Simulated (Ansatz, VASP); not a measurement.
## Te2Mo in two plane-wave programs

Wanted: the spread between two codes on one cell, functional and k mesh. The cell is taken from a series of runs on this material, whose earlier steps may have relaxed, scaled, displaced or heated it; both programs get it as it stands.

Main program and level: Ansatz 0.2.0; plane waves, with VASP 6.6.1 beside it; single point at HSE06.

**1. Set-up**

It takes space group Cmcm (No. 63, orthorhombic). Conventional cell: a = 3.501 Å, b = 6.094 Å, c = 13.974 Å, α = 90.00°, β = 90.00°, γ = 90.00°. Te has 3 Mo at 2.72 Å nearest. Mo has 6 Te at 2.72 Å nearest. Farther neighbours and most contacts between anions are not listed.

**2. Ansatz: single point, HSE06**

Ansatz runs on its PAW soft_1 files.

A single point gives forces, pressure and levels at one fixed geometry, so differences don't come from the geometry; what else differs is listed under the comparison.

Contents of input.yaml:

```yaml
crystal:
  lattice:
    - [3.500609, 0.0, 0.0]
    - [-1.7503045, 3.0468505756, 0.0]
    - [0.0, 0.0, 13.9736]
  atoms:
    - { symbol: Te, position: [0.3338049451, 0.6676098902, 0.6198882566] }
    - { symbol: Te, position: [0.6661950549, 0.3323901098, 0.1198882566] }
    - { symbol: Te, position: [0.3338049451, 0.6676098902, 0.8801117434] }
    - { symbol: Te, position: [0.6661950549, 0.3323901098, 0.3801117434] }
    - { symbol: Mo, position: [0.3332516819, 0.6665033637, 0.25] }
    - { symbol: Mo, position: [0.6667483181, 0.3334966363, 0.75] }
kpoints:
  mp_grid: { grid: [6, 6, 2] }
  band_path:
    path:
      - [0.0, 0.0, 0.0]
      - [0.5, 0.0, 0.0]
      - [0.33333333, 0.33333333, 0.0]
      - [0.0, 0.0, 0.5]
      - [0.5, 0.0, 0.5]
      - [0.33333333, 0.33333333, 0.5]
      - [0.199999998, 0.199999998, 0.0]
    npoints: 1
hamiltonian:
  xc: hse06
  pseudopotentials: { kind: paw, azcp: { folder: soft_1 } }
scf:
  occupations: { method: fixed }
  n_extra_bands: 6
output:
  eigenvalues: true
  write_density: true
  write_potential: true
  elf: true
  volumetric_format: npy
```

On the command line:

```bash
ansatz run input.yaml --threads 4 --pin off --max-ram 138240MiB --backend cuda --events-out ev --progress --plain --runs-dir out --devices 1 --max-vram 26GiB
```

Numbers of over 12 decimals in the logs are rounded to 6 here.

The program printed:

```text
scf.n_extra_bands = 6 over 46 filled bands (N_el = 92.0): the run solves 52 bands
GPUs: using 1 of 1 available (devices: 1).
Engine: ansatz 0.2.0, x86_64-unknown-linux-gnu
Pseudopotentials: kind: paw
Pseudopotential: Te, paw, valence charge 16, recommended cutoff 420 eV (normal), soft_1/Te.paw.azcp
Pseudopotential: Mo, paw, valence charge 14, recommended cutoff 420 eV (normal), soft_1/Mo.paw.azcp
Functional definition: HSE06
  parameter a = 0.25
  parameter omega = 0.11/bohr
  exchange = pbe_x - a*pbe_x_sr(omega) + a*exact_x_sr(omega)
  correlation = pbe_c
davidson cushion auto → on  (no smearing: the cushion is to keep the highest requested band from converging to the state above it; pin scf.eigensolver.cushion to override)
device memory: the entry about to start is reckoned to put 2.3 GiB on a device that reports 36.1 GiB free (of which the cap on the GPU budget leaves the run 26.0 GiB)
GPU FFT provider: cuFFT
GPU libraries: cuBLAS 13.8.2, cuFFT 12.4.0, cuSOLVER 12.3.4
Crystal: 6 atoms, lattice volume = 149.040 Å³
Basis set: ecut = 420 eV, 2885 PW (Γ)
Bands: 52, of which v1, the nominal top of the filled ones, is band 46 counted from 1 (45 counted from 0)
Symmetry: 8 space group operations
Space group: Cmcm (ITA 63), of the structure as read, at distance tolerance 5.3e-5 Å
k-points: 26 of 72
Non-local potential: Te, projectors of the file, l = 0: 2, l = 1: 2, l = 2: 2, l = 3: 1
Non-local potential: Mo, projectors of the file, l = 0: 3, l = 1: 2, l = 2: 2, l = 3: 1
PAW form: soft (Blöchl's): semilocal exchange-correlation on the pseudo side does not see the compensation charge
PAW frozen core: Te, regenerated for the run's functional, and the local potential with it (the file was generated under x = pbe(κ = 0.804, μ = 0.219515), c = pbe(β = 0.066725))
PAW frozen core: Mo, regenerated for the run's functional, and the local potential with it (the file was generated under x = pbe(κ = 0.804, μ = 0.219515), c = pbe(β = 0.066725))
PAW one-centre angular grid: Te, 590 points (default); XC on 64 Gauss nodes
PAW one-centre angular grid: Mo, 590 points (default); XC on 64 Gauss nodes
Initial density: superposition of atomic densities (chi_scale 0.1, normalization cell, long waves kept (reshape's long-wave potential 0.01 eV rms))
Initial wavefunctions: pseudopotential atomic-orbital guess
GPU buffer pool allocated for 55296 grid points (all kernels)
GPU transforms: local potential and band sums: pruned to the plane-wave sphere, on 24×24×96
Functional: x = pbe(κ = 0.804, μ = 0.219515), c = pbe(β = 0.066725), warm-up for x = pbe(κ = 0.804, μ = 0.219515) + 0.25 (exact − pbe) at short range (hse, ω = 0.207870 Å⁻¹), c = pbe(β = 0.066725); HSE06 as pw.x's `hse` composes it (authors' and Libxc's form: `xc: wpbeh`)
SCF iter   1: F=—  HF=-37835.134812 eV  |F-HF|=—  |Δ(HF+E_count)|=         —  Δρ=5.47e-2  dr2=6.49e0  ethr=1.00e-1  ⟨swp⟩=4.1  Hψ=3733  notcnv=0
preconditioner: auto → none  [insulator: Δε(μ)=0.736 eV  Ē_g=6.881 eV  n_scr=52 (ndim 8)  ℏωp=18.2 eV  f_vac=0.006]
SCF iter   2: F=—  HF=-37837.155331 eV  |F-HF|=—  |Δ(HF+E_count)|=    2.02e0  Δρ=7.97e-2  dr2=3.18e1  ethr=7.05e-3  ⟨swp⟩=4.0  Hψ=3759  notcnv=0  defer=3
SCF iter   3: F=—  HF=-37834.695703 eV  |F-HF|=—  |Δ(HF+E_count)|=    2.46e0  Δρ=3.59e-2  dr2=7.44e0  ethr=7.05e-3  ⟨swp⟩=4.0  Hψ=3503  notcnv=0
SCF iter   4: F=—  HF=-37833.905006 eV  |F-HF|=—  |Δ(HF+E_count)|=   7.91e-1  Δρ=1.38e-2  dr2=6.49e-1  ethr=7.05e-3  ⟨swp⟩=2.2  Hψ=2999  notcnv=0
iter 5 solved again at ethr=8.03e-6 eV; its pass at ethr=7.05e-4 eV (dr2=7.39e-3 eV) is discarded
SCF iter   5: F=—  HF=-37833.845521 eV  |F-HF|=—  |Δ(HF+E_count)|=   5.95e-2  Δρ=2.41e-3  dr2=8.78e-3  ethr=8.03e-6  ⟨swp⟩=4.0  Hψ=7353  notcnv=0
SCF iter   6: F=—  HF=-37833.843815 eV  |F-HF|=—  |Δ(HF+E_count)|=   1.71e-3  Δρ=1.12e-3  dr2=2.17e-3  ethr=8.03e-6  ⟨swp⟩=2.0  Hψ=2990  notcnv=0
SCF iter   7: F=-37833.843522 eV  HF=-37833.843558 eV  |F-HF|=3.64e-5  |Δ(HF+E_count)|=   2.57e-4  Δρ=1.86e-4  dr2=4.04e-5  ethr=2.36e-6  ⟨swp⟩=3.0  Hψ=3307  notcnv=0
SCF 1 stopped early in 7 iterations: F = -37833.843522 eV  dr2 = 4.04e-5
  greatest PAW one-centre occupation: 0.999 electrons in one spin orbital (limit 2), on the Mo atom at site 5 (counted from 0), in its partial waves of l = 0
device memory: the entry about to start is reckoned to put 2.8 GiB (of the 3.1 GiB reckoned in all, the device holds 0.3 GiB already) on a device that reports 35.8 GiB free (of which the cap on the GPU budget leaves the run 25.8 GiB)
GPU FFT provider: cuFFT
GPU libraries: cuBLAS 13.8.2, cuFFT 12.4.0, cuSOLVER 12.3.4
Initial density: handed on by an earlier stage of this run
Initial wavefunctions: those handed on with the density
GPU buffer pool allocated for 55296 grid points (all kernels)
GPU transforms: local potential and band sums: pruned to the plane-wave sphere, on 24×24×96
Functional: x = pbe(κ = 0.804, μ = 0.219515) + 0.25 (exact − pbe) at short range (hse, ω = 0.207870 Å⁻¹), c = pbe(β = 0.066725); HSE06 as pw.x's `hse` composes it (authors' and Libxc's form: `xc: wpbeh`)
Exchange kernel: α = 0.2500, screened, ω = 0.2079 Å⁻¹, Wigner–Seitz truncation, v(0) = 1046.0747 eV·Å³, q-mesh 6×6×2, nearest image of the exchange supercell L = 21.00 Å, pair-density grid 15×15×60, without the augmentation charges, whose exchange is taken in its separable form by FFT convolution over the k-point mesh (sized by the pseudopotential files, 24×24×96 at the most), smooth part of the exact exchange by density-matrix convolution in up to 5.65 GiB of GPU memory as planned if the GPU has room (build and FFT work areas not counted)
Frozen-core exchange: fock
SCF iter   1: F=—  HF=-37855.565363 eV  |F-HF|=—  |Δ(HF+E_count)|=         —  Δρ=1.02e-2  dr2=3.48e-1  ethr=4.39e-7  ⟨swp⟩=7.3  Hψ=6940  notcnv=0
preconditioner: auto → none  [insulator: Δε(μ)=1.155 eV  Ē_g=7.550 eV  n_scr=52 (ndim 8)  ℏωp=18.2 eV  f_vac=0.015]
SCF iter   2: F=—  HF=-37855.509935 eV  |F-HF|=—  |Δ(HF+E_count)|=   5.54e-2  Δρ=1.54e-3  dr2=3.83e-3  ethr=4.39e-7  ⟨swp⟩=5.9  Hψ=6148  notcnv=0
SCF iter   3: F=—  HF=-37855.527544 eV  |F-HF|=—  |Δ(HF+E_count)|=   1.76e-2  Δρ=1.48e-3  dr2=3.84e-3  ethr=4.39e-7  ⟨swp⟩=5.0  Hψ=4992  notcnv=0
SCF iter   4: F=—  HF=-37855.526787 eV  |F-HF|=—  |Δ(HF+E_count)|=   7.58e-4  Δρ=2.25e-4  dr2=1.33e-4  ethr=4.39e-7  ⟨swp⟩=4.0  Hψ=3979  notcnv=0
SCF iter   5: F=—  HF=-37855.527597 eV  |F-HF|=—  |Δ(HF+E_count)|=   8.10e-4  Δρ=1.76e-4  dr2=4.00e-5  ethr=4.80e-8  ⟨swp⟩=4.0  Hψ=4656  notcnv=0
SCF iter   6: F=-37855.527580 eV  HF=-37855.527585 eV  |F-HF|=4.83e-6  |Δ(HF+E_count)|=   1.22e-5  Δρ=4.34e-5  dr2=8.31e-6  ethr=4.03e-8  ⟨swp⟩=3.0  Hψ=3595  notcnv=0
SCF 2 stopped early in 6 iterations: F = -37855.527580 eV  dr2 = 8.31e-6
  greatest PAW one-centre occupation: 0.999 electrons in one spin orbital (limit 2), on the Mo atom at site 4 (counted from 0), in its partial waves of l = 0
hybrid outer 1: dexx = +2.170e-2 eV, tail = 1.32e-4 eV
GPU FFT provider: cuFFT
GPU libraries: cuBLAS 13.8.2, cuFFT 12.4.0, cuSOLVER 12.3.4
GPU buffer pool allocated for 55296 grid points (all kernels)
GPU transforms: local potential and band sums: pruned to the plane-wave sphere, on 24×24×96
Exchange kernel: α = 0.2500, screened, ω = 0.2079 Å⁻¹, Wigner–Seitz truncation, v(0) = 1046.0747 eV·Å³, q-mesh 6×6×2, nearest image of the exchange supercell L = 21.00 Å, pair-density grid 15×15×60, without the augmentation charges, whose exchange is taken in its separable form by FFT convolution over the k-point mesh (sized by the pseudopotential files, 24×24×96 at the most), smooth part of the exact exchange by density-matrix convolution in up to 5.65 GiB of GPU memory as planned if the GPU has room (build and FFT work areas not counted)
Frozen-core exchange: fock
SCF iter   1: F=—  HF=-37855.527209 eV  |F-HF|=—  |Δ(HF+E_count)|=         —  Δρ=6.72e-5  dr2=1.18e-5  ethr=7.20e-7  ⟨swp⟩=2.9  Hψ=3055  notcnv=0
preconditioner: auto → none  [insulator: Δε(μ)=1.223 eV  Ē_g=7.463 eV  n_scr=52 (ndim 8)  ℏωp=18.2 eV  f_vac=0.016]
SCF iter   2: F=—  HF=-37855.527210 eV  |F-HF|=—  |Δ(HF+E_count)|=   8.44e-8  Δρ=3.97e-5  dr2=4.84e-6  ethr=9.83e-9  ⟨swp⟩=4.0  Hψ=3825  notcnv=0
SCF iter   3: F=—  HF=-37855.527213 eV  |F-HF|=—  |Δ(HF+E_count)|=   2.98e-6  Δρ=2.16e-5  dr2=2.23e-6  ethr=4.42e-9  ⟨swp⟩=3.4  Hψ=3155  notcnv=0
iter 4 solved again at ethr=2.25e-11 eV; its pass at ethr=2.20e-9 eV (dr2=2.07e-8 eV) is discarded
SCF iter   4: F=-37855.527212 eV  HF=-37855.527212 eV  |F-HF|=1.62e-8  |Δ(HF+E_count)|=   2.78e-7  Δρ=2.09e-6  dr2=5.89e-8  ethr=2.25e-11  ⟨swp⟩=4.0  Hψ=7189  notcnv=0
eigensolver tolerance schedule: the retry pair's looser diagonalisation over-reported the residual by 0.12 of it (diagonalisation noise at 0.12 of the residual, at the tolerance the schedule requests for it); recorded, not acted on — ethr = c·dr2/N_el stays at c = 1.0e-1
SCF 3 converged in 4 iterations: F = -37855.527212 eV  dr2 = 5.89e-8
hybrid outer 2: dexx = +4.798e-6 eV, tail = 1.96e-7 eV, Δε = 1.36e-3 eV (about 7.47e-5 eV left of the loop's levels)
device memory: the entry about to start is reckoned to put 1.0 GiB on a device that reports 36.1 GiB free (of which the cap on the GPU budget leaves the run 26.0 GiB)
NSCF: frozen V_eff on 7 k-points
hybrid SCF converged: 2 outer / 10 inner (+7 warm-up), last move |dexx| = 4.80e-6 eV, tail = 1.96e-7 eV
Stability not checked: this state was not tested for a lower state beside it, because the functional holds exact exchange (a hybrid, or Hartree-Fock), whose exchange loop this test does not read (fock_operator; see scf.lower_state_search)
Free energy (F): -37855.527213 eV
Frozen-core exchange: fock
Harris-Foulkes:  -37855.527213 eV  (|F-HF|=1.62e-8)
Internal energy: -37855.527213 eV  (E = F + TS)
E sigma→0 (E₀):  -37855.527213 eV
Fermi energy:    12.208243 eV
--- Per-component energies (eV) ---
  E_band       = -1333.333661
  E_kinetic    = 1532.150175
  E_local      = -8703.869206  (includes V_loc(G=0)·N_el)
  E_nonlocal   = 553.957618
  E_hartree    = 4114.087602
  E_xc         = -677.355699
  E_vxc        = -677.678579  (∫ρ·V_xc dr)
  E_exx        = -264.685635  (= α·E_x^exact, valence–valence)
  E_paw        = -25033.041521  (= ΣΔE_a)
  E_vpaw       = -1736.703789  (= ΣTr[D̂ρ^β])
  E_aug_tail   = 0.000467  (compensation charges beyond the density's cutoff)
  E_ewald      = -9375.169722
  E_core_change = -1.601293  (= ΣΔE_core)
  E_smearing   = -0.000000  (= −TS)
  E_closure    = 0.000000  (closes the sum)
  Σ components = -37855.527213   (vs F -37855.527213, Δ=7.28e-12)
--- Band table (eV; the first three rows and the last of 26) ---
  k-point 0: bands = [... 42 lower, 11.1253, 11.1574, 11.7598, 12.2082, 15.7210, 15.7596, 15.8777, 15.9134, ... 2 higher]
  k-point 1: bands = [... 42 lower, 11.1357, 11.1357, 12.0938, 12.0938, 15.7607, 15.7607, 15.8008, 15.8008, ... 2 higher]
  k-point 2: bands = [... 42 lower, 10.8255, 11.0776, 11.7047, 11.8048, 14.5321, 14.8237, 14.8684, 15.1336, ... 2 higher]
  k-point 25: bands = [... 42 lower, 10.2084, 10.2084, 11.7074, 11.7074, 13.9713, 13.9713, 14.4436, 14.4436, ... 2 higher]
```

**3. VASP: single point, HSE06**

The same cell, functional and mesh now go to VASP, with its own data sets.

Lines of VASP's logs that name or quote its potential files are left out, and so is its time.

The run reads the wave functions of an earlier VASP run, which isn't shown here.

Contents of INCAR:

```
SYSTEM = Te2Mo
PREC = Accurate
ENCUT = 400
EDIFF = 1E-06
NELM = 100
ISMEAR = 0
SIGMA = 0.01
LREAL = .FALSE.
ALGO = Normal
LHFCALC = .TRUE.
AEXX = 0.25
GGA = PE
HFSCREEN = 0.208
LASPH = .TRUE.
NBANDS = 32
PRECFOCK = Fast
LORBIT = 11
LWAVE = .FALSE.
LCHARG = .FALSE.
KPAR = 8
NCORE = 2
ISIF = 2
```

Contents of POSCAR:

```
Te2Mo
1.0
    3.5006090000      0.0000000000      0.0000000000
   -1.7503045000      3.0468505756      0.0000000000
    0.0000000000      0.0000000000     13.9736000000
Te Mo
4 2
Direct
    0.3338049451      0.6676098902      0.6198882566
    0.6661950549      0.3323901098      0.1198882566
    0.3338049451      0.6676098902      0.8801117434
    0.6661950549      0.3323901098      0.3801117434
    0.3332516819      0.6665033637      0.2500000000
    0.6667483181      0.3334966363      0.7500000000
```

Contents of KPOINTS:

```
Automatic mesh
0
Gamma
6 6 2
0 0 0
```

Potentials, in the order of the species: Te and Mo_sv (PBE family, release 64).

On the command line:

```bash
mpirun -np 16 vasp_std
```

The program printed:

```text
[banner, memory and clock lines left out]
running   16 mpi-ranks, on    1 nodes
 distrk:  each k-point on    2 cores,    8 groups
 distr:  one band on    2 cores,    1 groups

 POSCAR found type information on POSCAR TeMo
 POSCAR found :  2 types and       6 ions
 LDA part: xc-table for (Slater+PW92), standard interpolation
 found WAVECAR, reading the header
 POSCAR, INCAR and KPOINTS ok, starting setup
 FFT: planning ... GRIDC
 FFT: planning ... GRID_SOFT
 FFT: planning ... GRID
 reading WAVECAR
 the WAVECAR file was read successfully
 initial charge from wavefunction
 entering main loop
       N       E                     dE             d eps       ncg     rms          rms(c)
DAV:   1    -0.436137376907E+02   -0.43614E+02   -0.44255E+00  1664   0.108E+01    0.229E+01
DAV:   2    -0.435795285364E+02    0.34209E-01   -0.27122E-01  1680   0.355E+00    0.153E+01
DAV:   3    -0.435852760271E+02   -0.57475E-02   -0.26804E-02  1800   0.794E-01    0.901E+00
DAV:   4    -0.435826019237E+02    0.26741E-02   -0.17145E-02  1784   0.601E-01    0.533E+00
DAV:   5    -0.435828486725E+02   -0.24675E-03   -0.26438E-03  1704   0.289E-01    0.341E+00
DAV:   6    -0.435828611495E+02   -0.12477E-04   -0.11053E-03  1744   0.159E-01    0.212E+00
DAV:   7    -0.435828453778E+02    0.15772E-04   -0.14687E-04  1728   0.848E-02    0.125E+00
DAV:   8    -0.435828613061E+02   -0.15928E-04   -0.57628E-05  1888   0.327E-02    0.751E-01
DAV:   9    -0.435828623173E+02   -0.10112E-05   -0.17631E-05  1864   0.240E-02    0.460E-01
DAV:  10    -0.435828664055E+02   -0.40882E-05   -0.23681E-06  1488   0.752E-03    0.272E-01
DAV:  11    -0.435828680027E+02   -0.15971E-05   -0.16913E-06  1200   0.808E-03    0.161E-01
DAV:  12    -0.435828691331E+02   -0.11304E-05   -0.24235E-07   992   0.301E-03    0.969E-02
DAV:  13    -0.435828698265E+02   -0.69346E-06   -0.12113E-07   960   0.195E-03
   1 F= -.43582870E+02 E0= -.43582870E+02  d E =-.953395E-87
```

(Part 1 of 2 ends here.)

[Lines on the potential files, build, host, timing and source positions are cut from VASP's logs without a mark.]

[Logs are printed without paths, hosts, clocks, repeated set-up lines and the standing remarks that a program may print on its own settings, such as how far it seeks lower states.]

[Hosts, paths, dates, database ids (printed as entryN), source tags and the programs' standing remarks are cut or masked in the printed files.]
